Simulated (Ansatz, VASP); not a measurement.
# ScB2 in VASP and in Ansatz

```
Sc B
1.0
     3.08006    0.00000    0.00000
    -1.54003    2.66741    0.00000
     0.00000    0.00000    3.43049
Sc B
1 2
Direct
  0.00000 0.00000 0.00000
  0.33333 0.66667 0.50000
  0.66667 0.33333 0.50000
```

Alike in both runs: functional LDA; k mesh 18 × 18 × 12; occupations fermi-dirac, width 0.15 eV; no spin polarisation.

Ansatz relaxed the structure, and its values are those at the end. VASP's run is a single point on that final structure, the one shown.

```csv
,VASP,Ansatz
version,VASP 6.6.1,Ansatz 0.2.0
potentials or method,"VASP PAW LDA potentials, release 64 (Sc_sv, B)","scalar-relativistic, plane waves, PAW"
plane-wave cutoff (eV),520,420
valence electrons in the cell,17,17
```

|  | VASP | Ansatz | Ansatz less VASP |
| --- | --- | --- | --- |
| gap on the k mesh at the Fermi level (eV) | none | none | - |
| pressure (GPa) | 5.2 | 4.4 | -0.81 |

A gap of «none» marks a metal or a gap that the smearing closes.
